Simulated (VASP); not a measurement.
Wanted: the native input for a VASP 6.6.1 run.

```
Task                   : single point
Functional             : r2SCAN
Potentials or basis    : VASP PAW PBE potentials, release 64 (Sc_sv, Sn_d, Si)
Cutoff                 : 520 eV
k mesh                 : 4 × 4 × 4, shifted
Occupations            : methfessel-paxton, width 0.0613 eV
Spin                   : no spin polarisation
Dipole correction      : no
Further INCAR settings : ALGO = Normal; EDIFF = 1e-06
```

The system is Sc3SiSn.

```
Sc Sn Si
1.0
     4.71161   -0.00389    0.00833
    -0.00389    4.61045   -0.04461
     0.00833   -0.04461    4.82714
Sc Sn Si
3 1 1
Direct
  0.01522 0.49672 0.50187
  0.49529 0.00090 0.51808
  0.50415 0.50271 0.01225
  0.98424 0.99292 0.00488
  0.49795 0.49743 0.50384
```

The cell was built by a generator and needn't be a form met in nature.

These files were run (other wordings do the same):

POSCAR

```
Sc3SiSn
1.0
    4.7116070100     -0.0038940400      0.0083253700
   -0.0038940400      4.6104465800     -0.0446086100
    0.0083253700     -0.0446086100      4.8271359900
Sc Sn Si
3 1 1
Direct
    0.0152210000      0.4967180000      0.5018730000
    0.4952910000      0.0009000000      0.5180800000
    0.5041510000      0.5027140000      0.0122480000
    0.9842400000      0.9929190000      0.0048800000
    0.4979540000      0.4974310000      0.5038400000
```

INCAR.step1

```
PREC = Accurate
ENCUT = 520
ISMEAR = -5
SIGMA = 0.0613
LREAL = F
LASPH = T
NELM = 100
LMAXMIX = 4
GGA = PE
ALGO = Normal
EDIFF = 1E-4
LWAVE = T
LCHARG = F
```

INCAR.step2

```
PREC = Accurate
ENCUT = 520
EDIFF = 1E-6
ISMEAR = 1
SIGMA = 0.0613
LREAL = F
LASPH = T
NELM = 100
ALGO = Normal
ISIF = 2
LWAVE = F
LCHARG = F
LMAXMIX = 4
METAGGA = R2SCAN
LMIXTAU = T
LORBIT = 10
ISTART = 1
```

KPOINTS

```
Automatic mesh
0
Gamma
  4 4 4
  0.5 0 0.5
```

Potentials or basis: VASP PAW PBE potentials, release 64 (Sc_sv, Sn_d, Si).

Command:

```sh
$ cat potpaw_PBE.64/Sc_sv/POTCAR potpaw_PBE.64/Sn_d/POTCAR potpaw_PBE.64/Si/POTCAR > POTCAR
$ cp INCAR.step1 INCAR
$ mpirun -np 1 vasp_std > vasp.out
$ cp INCAR.step2 INCAR
$ mpirun -np 1 vasp_std > vasp.out
```

It gave:

- Pressure: 14.2 GPa
- Largest force: 2.090 eV/Å
- Band gap on the k mesh: none (metal or under the smearing width)
- Valence electrons inside the program's atomic spheres: Sc 9.61, 9.67, 9.53; Sn 12.32; Si 2.06

Caveat: the PAW data sets were made with another functional, which shifts forces and pressure a little.

Wall time 2.9 min on 1 thread of Intel(R) Xeon(R) Platinum 8488C (Sapphire Rapids) (shared host), peak memory 0.28 GiB.
